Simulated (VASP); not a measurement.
Consider the following.

```xyz
2
Lattice="-2.9497 2.9497 1.6039 2.9497 -2.9497 1.6039 2.9497 2.9497 -1.6039" Properties=species:S:1:pos:R:3 pbc="T T T"
Sn     2.9497     0.0000     0.8019
Sn     0.0000     0.0000     0.0000
```

Level of theory: vdW-DF-cx, VASP's PBE PAW potentials (set 64) (plane waves; VASP 6.6.1). Run with 520 eV cut-off, 13×13×13 Γ-centred mesh, first-order Methfessel-Paxton smearing of 0.10 eV, potentials Sn_d.

**Question.** Give the stress tensor in GPa (positive for a compressed cell).

**Answer.** 
```
-1.53   0.00   0.00
 0.00  -1.53   0.00
 0.00   0.00  -1.51
```
The pressure is its mean diagonal, -1.53 GPa.

The compound is Sn in the beta structure. This cell is one point of a volume scan, at 1.03 of the reference volume.
